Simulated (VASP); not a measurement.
Runs of VASP 6.6.1 on Os. It takes space group P6_3/mmc (No. 194, hexagonal). Conventional cell: a = 2.734 Å, b = 2.734 Å, c = 4.320 Å, α = 90.00°, β = 90.00°, γ = 120.00°. Around Os (site symmetry -6m2) lie 12 Os at 2.68 to 2.73 Å. 

```csv
level,potentials or basis,k mesh,cutoff (eV),gap on the mesh (eV),pressure (GPa)
PBE,"VASP PAW PBE potentials, release 64 (Os)",14 × 14 × 8,520,none,8.8
PBEsol,"VASP PAW PBE potentials, release 64 (Os_pv)",14 × 14 × 8,600,none,0.2
r2SCAN,"VASP PAW PBE potentials, release 64 (Os)",14 × 14 × 8,520,none,(b)
PBEsol,"VASP PAW PBE potentials, release 64 (Os)",19 × 19 × 11,520,none,(a)
PBEsol,"VASP PAW PBE potentials, release 64 (Os)",14 × 14 × 8,500,none,-2.3
```

Alike in all rows: task electric field gradients; no spin polarisation; cell as given; smearing fermi-dirac 0.05 eV.

**Question.** Estimate the missing entries.

**Answer.** (a) -2.4; (b) 2.0.

Caveats: the PAW data sets were made with another functional, which shifts forces and pressure a little (some runs).

A k mesh can miss the band edges, and the runs leave out spin-orbit coupling on Os.

A gap of «none» marks a metal or a gap under the smearing width.

Not every run made on this cell is shown here.
